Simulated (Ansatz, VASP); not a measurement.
One calculation of ScF3, two programs

INCAR

```
SYSTEM = ScF3
PREC = Accurate ; ENCUT = 520
EDIFF = 1E-6 ; ISMEAR = -1
SIGMA = 0.02 ; LREAL = .False.
LASPH = .True. ; NELM = 80
ALGO = Normal ; ISIF = 2
LWAVE = .False. ; LCHARG = .False.
NBANDS = 24
```

The input KPOINTS:

```
regular mesh
0
Gamma
  6 6 6
  0 0 0
```

The input POSCAR:

```
ScF3
1.0
    4.0124500000     -0.0200622500     -0.0200622500
   -0.0200622500      4.0124500000     -0.0200622500
   -0.0200622500     -0.0200622500      4.0124500000
Sc F
1 3
Direct
    0.0000000000      0.0000000000      0.0000000000
    0.5000000000      0.0000000000      0.0000000000
    0.0000000000      0.5000000000      0.0000000000
    0.0000000000      0.0000000000      0.5000000000
```

Input for Ansatz:

```yaml
crystal:
  lattice:
    - [4.01245, -0.02006225, -0.02006225]
    - [-0.02006225, 4.01245, -0.02006225]
    - [-0.02006225, -0.02006225, 4.01245]
  atoms:
    - { symbol: Sc, position: [0.0, 0.0, 0.0] }
    - { symbol: F, position: [0.5, 0.0, 0.0] }
    - { symbol: F, position: [0.0, 0.5, 0.0] }
    - { symbol: F, position: [0.0, 0.0, 0.5] }
kpoints:
  mp_grid: { grid: [6, 6, 6] }
  band_path:
    path:
      - [0.0, 0.0, 0.0]
      - [0.5, 0.0, 0.0]
      - [0.5, -0.5, 0.5]
      - [0.4901240068, -0.5098759932, 0.4901240068]
      - [0.4901240068, 0.4901240068, 0.4901240068]
      - [0.0, 0.0, 0.0]
      - [0.5, -0.5, 0.0]
    npoints: 5
scf:
  occupations: { method: fermi_dirac, width: 0.02 }
hamiltonian:
  xc: lda
  pseudopotentials: { kind: all_electron, lapw: { basis_error: 0.001 } }
output:
  forces: true
  stress: true
  eigenvalues: true
```

Change from the starting cell: equal xy, yz and zx shear strains of -1 %.

Alike in both runs: task single point; functional LDA; k mesh 6 × 6 × 6; occupations fermi-dirac, width 0.02 eV; no spin polarisation.

```csv
,VASP,Ansatz
version,VASP 6.6.1,Ansatz 0.2.0
potentials or method,"VASP PAW LDA potentials, release 64 (Sc_sv, F)","all-electron LAPW, scalar-relativistic"
plane-wave cutoff (eV),520,see its input
```

```tsv
	VASP	Ansatz	Ansatz less VASP
gap on the k mesh at the Fermi level (eV)	6.18	6.21	+0.026
pressure (GPa)	-2.3	-2.9	-0.59
largest component of the traceless stress (GPa)	0.18	0.19	+0.008
```

Ansatz ran all-electron here, so the differences hold the error of VASP's frozen core and of both bases.

A k mesh can miss the band edges.
